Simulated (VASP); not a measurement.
Consider the following.

```
CELL_PARAMETERS angstrom
      3.92998     0.00000     0.00000
      0.00000     3.92998     0.00000
      0.00000     0.00000     3.92998
ATOMIC_POSITIONS crystal
  La 0.00000 0.00000 0.00000
  B  0.80156 0.50000 0.50000
  B  0.50000 0.19844 0.50000
  B  0.50000 0.80156 0.50000
  B  0.19844 0.50000 0.50000
  B  0.50000 0.50000 0.80156
  B  0.50000 0.50000 0.19844
```

Level of theory: LDA (Ceperley-Alder, Perdew-Zunger), VASP's LDA PAW potentials (set 64) (plane waves; VASP 6.6.1). Run with 620 eV cut-off, 8×8×8 Γ-centred mesh, first-order Methfessel-Paxton smearing of 0.10 eV, potentials La B.

Energy and stress use the plane-wave basis of the starting cell.

**Question.** The ions, cell shape and volume at an external pressure of 45.0 GPa are relaxed. What does this cell relax into?

**Answer.** 
```
CELL_PARAMETERS angstrom
      3.86884     0.00000     0.00000
      0.00000     3.86884     0.00000
      0.00000     0.00000     3.86884
ATOMIC_POSITIONS crystal
  La 0.00000 0.00000 0.00000
  B  0.80199 0.50000 0.50000
  B  0.50000 0.19801 0.50000
  B  0.50000 0.80199 0.50000
  B  0.19801 0.50000 0.50000
  B  0.50000 0.50000 0.80199
  B  0.50000 0.50000 0.19801
```
Space group Pm-3m (221), at a tolerance of 0.03 Å.

**Question.** How do energy and volume change from the first to the last step?

**Answer.** The energy (σ→0) changes by +92.8 meV/atom and the volume by -4.6 %, in 6 ionic steps.

| step | E(σ→0) (eV) | max force (eV/Å) | pressure (GPa) | volume (Å³) |
|---|---|---|---|---|
| 1 | -53.7028 | 0.001 | 30.08 | 60.70 |
| 2 | -51.5833 | 0.485 | 73.18 | 53.88 |
| 3 | -53.0723 | 0.174 | 44.71 | 57.98 |
| 4 | -53.0574 | 0.177 | 45.02 | 57.93 |
| 5 | -53.0241 | 0.629 | 45.12 | 57.84 |
| 6 | -53.0532 | 0.001 | 45.04 | 57.91 |

The compound is LaB6 in the cab6 structure. This run relaxes it under an external pressure of 45 GPa. Symmetry was kept, so distortions that lower it aren't found. The electron count is odd and the run is not spin-polarised, which forces a metal.
